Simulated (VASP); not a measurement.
An input for Ansatz (written as the equivalent of a VASP run, and not itself run):

Ansatz 0.2 input:
```yaml
crystal:
  lattice:
    - [3.5615321, 0.0000000, 0.0000000]
    - [0.0000000, 3.5615321, 0.0000000]
    - [0.0000000, 0.0000000, 3.5615321]
  atoms:
    - { symbol: Y, position: [0.0000000, 0.0000000, 0.0000000] }
    - { symbol: Al, position: [0.5000000, 0.5000000, 0.5000000] }
kpoints:
  mp_grid: { grid: [9, 9, 9] }
hamiltonian:
  xc: pbesol
  pseudopotentials: { kind: paw }
scf:
  occupations: { method: methfessel_paxton, width: 0.1 }
  max_iter: 100
relax:
  max_steps: 60
  f_tol: 0.01
  cell: {}
output: { forces: true, stress: true, eigenvalues: true }
```

### Question
Translate this input to VASP (INCAR, KPOINTS, POSCAR, choice of POTCAR).

### Answer
Several could match; the one computed here: 
**KPOINTS**
```
Automatic mesh
0
Gamma
9 9 9
0 0 0
```

### INCAR
```
# general
SYSTEM  = YAl
PREC    = Accurate
ENCUT   = 400
LREAL   = F
LASPH   = T   # aspherical one-centre terms

# electronic loop
EDIFF   = 1E-6   # SCF stop (eV)
NELM    = 100   # most electronic steps
ALGO    = Normal   # blocked Davidson
LMAXMIX = 4   # l cut-off of mixed one-centre charges

# smearing
ISMEAR  = 1   # Methfessel-Paxton
SIGMA   = 0.1

# functional
GGA     = PS

# ions
IBRION  = 2   # conjugate gradients
NSW     = 60   # most ionic steps
ISIF    = 3
EDIFFG  = -0.01   # ionic stop

# output
LWAVE   = F
LCHARG  = F
```

POSCAR:
```
YAl
1.0
  3.5615320753   0.0000000000   0.0000000000
  0.0000000000   3.5615320753   0.0000000000
  0.0000000000   0.0000000000   3.5615320753
Y Al
1 1
direct
  0.0000000000   0.0000000000   0.0000000000
  0.5000000000   0.5000000000   0.5000000000
```

POTCAR, in this order: Y_sv Al (PBE.64 set). Program: vasp_std.

What does not carry over: each code has its own PAW files, so the cut-off isn't converted (ENCUT is set for VASP's; basis.ecutwfc is left out, and Ansatz then takes the one that its files recommend); Ansatz stops its SCF on the density residual and VASP on the energy change (EDIFF).

The structure was generated: YAl was put into the CsCl type type (Pm-3m), which need not be its known phase. It was relaxed first, which changed the volume by -32 %. The start is the result of an earlier pass.
